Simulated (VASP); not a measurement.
A VASP calculation is set up with these files.

**POSCAR**
```
Al3Sc
1
    3.9919047319     0.0000000000     0.0000000000
    0.0000000000     3.9919047319     0.0000000000
    0.0000000000     0.0000000000     3.9919047319
Sc Al
1 3
Direct
  0.0000000000   0.0000000000   0.0000000000
  0.0000000000   0.5000000000   0.5000000000
  0.5000000000   0.0000000000   0.5000000000
  0.5000000000   0.5000000000   0.0000000000
```

### INCAR
```
# general
SYSTEM  = Al3Sc
PREC    = Accurate
ENCUT   = 520
LREAL   = .FALSE.
LASPH   = .TRUE.

# electronic loop
EDIFF   = 1E-7
NELM    = 100
ALGO    = Normal
LMAXMIX = 4

# smearing
ISMEAR  = 1
SIGMA   = 0.1

# ions
ISIF    = 2

# output
LWAVE   = .FALSE.
LCHARG  = .FALSE.
```

File KPOINTS:
```
kpoints
0
gamma
 8 8 8
0 0 0
```

POTCAR, in this order: Sc_sv Al (LDA.64 set). Program: vasp_std.

Q: Write an equivalent input for Quantum ESPRESSO's pw.x.

A: One equivalent input (not run):
```
&CONTROL
  calculation = 'scf'
  pseudo_dir = './pseudo'
  outdir = './out'
  tprnfor = .true.
  tstress = .true.
/
&SYSTEM
  ibrav = 0
  nat = 4
  ntyp = 2
  ecutwfc = 78
  occupations = 'smearing'
  smearing = 'methfessel-paxton'
  degauss = 0.00735
  input_dft = 'pz'
/
&ELECTRONS
  conv_thr = 7.3e-09
  electron_maxstep = 100
/
ATOMIC_SPECIES
  Sc 44.956 Sc.upf
  Al 26.982 Al.upf
CELL_PARAMETERS angstrom
     3.9919047    0.0000000    0.0000000
     0.0000000    3.9919047    0.0000000
     0.0000000    0.0000000    3.9919047
ATOMIC_POSITIONS crystal
  Sc   0.0000000  0.0000000  0.0000000
  Al   0.0000000  0.5000000  0.5000000
  Al   0.5000000  0.0000000  0.5000000
  Al   0.5000000  0.5000000  0.0000000
K_POINTS automatic
  8 8 8 0 0 0
```
The two are equivalent in intent, not identical: the potentials are each code's own (VASP's PAW set, PseudoDojo norm-conserving files in pw.x), so ENCUT and ecutwfc are chosen apart and not converted; conv_thr bounds pw.x's estimated SCF error, while EDIFF bounds the energy change between steps.

The compound is Al3Sc in the L1_2 structure. This cell is one point of a volume scan, at 0.97 of the reference volume.
